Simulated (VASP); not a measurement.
Input:

```yaml
crystal:
  lattice:
    - [2.51920, 0.00000, 0.00000]
    - [-1.25960, 2.18169, 0.00000]
    - [0.00000, 0.00000, 4.16193]
  atoms:
    - { symbol: Cu, position: [0.33333, 0.66667, 0.25000] }
    - { symbol: Cu, position: [0.66667, 0.33333, 0.75000] }
```

Computed with r2SCAN meta-GGA, VASP's PBE PAW potentials (set 64) (plane waves; VASP). Settings: 400 eV cut-off, 18×18×10 Γ-centred mesh, tetrahedra with Blöchl corrections, potentials Cu.

Predict the energy per atom (σ→0), band gap (over mesh and band path) with the smallest direct gap where there is one.

The band gap (over mesh and band path) is none (metal, semimetal or under 0.01 eV) and the energy per atom (σ→0) comes out as -10817 meV/atom.

Only differences to runs with the same potentials and settings are physical.

The structure comes from a computed database's Cu entry (P6_3/mmc); how it stands against other phases isn't given here. It was relaxed first.
